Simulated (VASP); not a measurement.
Output of a VASP run:

**OUTCAR**
```
 ion  position               nearest neighbor table
   1  0.333  0.667  0.250-   2 2.97   2 2.97   2 2.97   2 2.97   2 2.97   2 2.97
   2  0.667  0.333  0.750-   1 2.97   1 2.97   1 2.97   1 2.97   1 2.97   1 2.97
  LATTYP: Found a hexagonal cell.
 ALAT       =     2.9066063318
 C/A-ratio  =     1.6881147334
 Subroutine PRICEL returns:
 Original cell was already a primitive cell.
 Subroutine GETGRP returns: Found 24 space group operations
The static configuration has the point symmetry D_3d.
 The point group associated with its full space group is D_6h.
The dynamic configuration has the point symmetry D_3d.
 Subroutine INISYM returns: Found 24 space group operations
 Subroutine IBZKPT returns following result:
 Found     96 irreducible k-points:

 Following reciprocal coordinates:
            Coordinates               Weight
  0.000000  0.000000  0.000000      1.000000
  0.071429  0.000000  0.000000      6.000000
  0.142857  0.000000  0.000000      6.000000
  0.214286  0.000000  0.000000      6.000000
  0.285714 -0.000000  0.000000      6.000000
  0.357143  0.000000  0.000000      6.000000
  0.428571  0.000000  0.000000      6.000000
  0.500000  0.000000  0.000000      3.000000
  0.071429  0.071429  0.000000      6.000000
  0.142857  0.071429  0.000000     12.000000
  0.214286  0.071429  0.000000     12.000000
  0.285714  0.071429  0.000000     12.000000
  0.357143  0.071429  0.000000     12.000000
  0.428571  0.071429  0.000000     12.000000
  0.142857  0.142857  0.000000      6.000000
  0.214286  0.142857  0.000000     12.000000
  0.285714  0.142857  0.000000     12.000000
  0.357143  0.142857  0.000000     12.000000
  0.428571  0.142857  0.000000      6.000000
  0.214286  0.214286  0.000000      6.000000
  0.285714  0.214286  0.000000     12.000000
  0.357143  0.214286  0.000000     12.000000
  0.285714  0.285714  0.000000      6.000000
  0.357143  0.285714  0.000000      6.000000
  0.000000  0.000000  0.166667      2.000000
  0.071429  0.000000  0.166667     12.000000
  0.142857  0.000000  0.166667     12.000000
  0.214286  0.000000  0.166667     12.000000
  0.285714 -0.000000  0.166667     12.000000
  0.357143  0.000000  0.166667     12.000000
  0.428571  0.000000  0.166667     12.000000
  0.500000  0.000000  0.166667      6.000000
  0.071429  0.071429  0.166667     12.000000
  0.142857  0.071429  0.166667     24.000000
  0.214286  0.071429  0.166667     24.000000
  0.285714  0.071429  0.166667     24.000000
  0.357143  0.071429  0.166667     24.000000
  0.428571  0.071429  0.166667     24.000000
  0.142857  0.142857  0.166667     12.000000
  0.214286  0.142857  0.166667     24.000000
   k-points           NKPTS =     96   k-points in BZ     NKDIM =     96   number of bands    NBANDS=     16
   number of dos      NEDOS =    301   number of ions     NIONS =      2
   total plane-waves  NPLWV =  20736
   dimension x,y,z NGX =    24 NGY =   24 NGZ =   36
   dimension x,y,z NGXF=    48 NGYF=   48 NGZF=   72
   ions per type =               2
   PREC   = accura    normal or accurate (medium, high low for compatibility)
   ISTART =      0    job   : 0-new  1-cont  2-samecut
   ICHARG =      2    charge: 1-file 2-atom 10-const
   ISPIN  =      1    spin polarized calculation?
   LNONCOLLINEAR =      F non collinear calculations
   LSORBIT =      F    spin-orbit coupling
   INIWAV =      1    electr: 0-lowe 1-rand  2-diag
   ENCUT  =  480.0 eV  35.28 Ry    5.94 a.u.   5.19  5.19  8.77*2*pi/ulx,y,z
   NELM   =    100;   NELMIN=  2; NELMDL= -5     # of ELM steps
   EDIFF  = 0.1E-06   stopping-criterion for ELM
   LREAL  =      F    real-space projection
   NLSPLINE    = F    spline interpolate recip. space projectors
   LMAXMIX     =    4 max onsite mixed and CHGCAR
   VOSKOWN=      0    Vosko Wilk Nusair interpolation
   EDIFFG = -.1E-01   stopping-criterion for IOM
   NSW    =     40    number of steps for IOM
...
```

OSZICAR:
```
       N       E                     dE             d eps       ncg     rms          rms(c)
DAV:   1     0.162070398066E+03    0.16207E+03   -0.13239E+04  3080   0.147E+03
DAV:   2     0.172632431813E+01   -0.16034E+03   -0.15730E+03  3144   0.373E+02
DAV:   3    -0.117765130426E+01   -0.29040E+01   -0.29018E+01  3856   0.606E+01
DAV:   4    -0.118065891761E+01   -0.30076E-02   -0.30076E-02  3528   0.168E+00
DAV:   5    -0.118066708388E+01   -0.81663E-05   -0.81667E-05  3888   0.869E-02    0.752E+00
DAV:   6    -0.103629115070E+01    0.14438E+00   -0.36402E-01  3344   0.861E+00    0.541E+00
DAV:   7    -0.102390649212E+01    0.12385E-01   -0.56354E-02  3768   0.285E+00    0.179E+00
DAV:   8    -0.102272657910E+01    0.11799E-02   -0.72948E-03  3368   0.127E+00    0.116E-01
DAV:   9    -0.102274460676E+01   -0.18028E-04   -0.21073E-05  3856   0.517E-02    0.577E-02
DAV:  10    -0.102278109619E+01   -0.36489E-04   -0.26861E-05  3496   0.588E-02    0.772E-03
DAV:  11    -0.102278051796E+01    0.57823E-06   -0.55514E-07  3720   0.105E-02    0.189E-03
DAV:  12    -0.102278028680E+01    0.23117E-06   -0.12827E-08  2160   0.122E-03    0.124E-03
DAV:  13    -0.102278030455E+01   -0.17754E-07   -0.24522E-09  1952   0.596E-04
   1 F= 0.34585874E+01 E0= 0.34586953E+01  d E =0.345859E+01
```

File OUTCAR:
```
------------------------ aborting loop because EDIFF is reached ----------------------------------------
  FORCE on cell =-STRESS in cart. coord.  units (eV):
  Direction    XX          YY          ZZ          XY          YZ          ZX
  --------------------------------------------------------------------------------------
  Total        4.4656751      4.4656779      4.4792668      0.0000000      0.0000000      0.0000000
  in kB      199.2996496    199.2997721    199.9062384      0.0000000      0.0000000      0.0000000
  external PRESSURE =      -0.4981133 kB  Pullay stress =     200.0000000 kB
  volume of cell :       35.90
      direct lattice vectors                 reciprocal lattice vectors
     1.453302831 -2.517195116  0.000000000     0.344043918 -0.198633788  0.000000000
     1.453302831  2.517195116  0.000000000     0.344043918  0.198633788  0.000000000
     0.000000000  0.000000000  4.906684973     0.000000000  0.000000000  0.203803587
 POSITION                                       TOTAL-FORCE (eV/Angst)
 -----------------------------------------------------------------------------------
      1.45330      0.83907      1.22667        -0.000000     -0.000000      0.000000
      1.45330     -0.83907      3.68001         0.000000      0.000000      0.000000
 -----------------------------------------------------------------------------------
    total drift:                                0.000014      0.000165      0.000003
  FREE ENERGIE OF THE ION-ELECTRON SYSTEM (eV)
  ---------------------------------------------------
  free  energy   TOTEN  =        -1.0227803046 eV

  energy  without entropy=       -1.0224567522  energy(sigma->0) =       -1.02267245
  enthalpy is  TOTEN    =         3.4585874447 eV   P V=        4.4813677493

 reached required accuracy - stopping structural energy minimisation
```
(Selected blocks of OUTCAR.)

### POSCAR
```
Cd
1
    1.4533028308    -2.5171951156     0.0000000000
    1.4533028308     2.5171951156     0.0000000000
   -0.0000000000    -0.0000000000     4.9066849730
Cd
2
Direct
  0.3333330000   0.6666670000   0.2500000000
  0.6666670000   0.3333330000   0.7500000000
```

Write an INCAR and KPOINTS that could have produced this output.

This is not unique; one that fits is the input of the run itself, PBE GGA, plane waves, VASP's PBE PAW potentials (set 64).

### INCAR
```
SYSTEM = Cd
PREC = Accurate
ENCUT = 480
EDIFF = 1E-7
NELM = 100
ALGO = Normal
LREAL = .FALSE.
LASPH = .TRUE.
ISMEAR = 1
SIGMA = 0.1
GGA = PE
LMAXMIX = 4
LWAVE = .FALSE.
LCHARG = .FALSE.
ISIF = 3
IBRION = 2
NSW = 40
EDIFFG = -0.01
PSTRESS = 200
```

**KPOINTS**
```
Regular mesh
0
gamma
14 14 6
```

POTCAR, in this order: Cd (PBE.64 set). Program: vasp_std.

The compound is Cd in the hcp structure. It was relaxed first under an external pressure of 20 GPa.
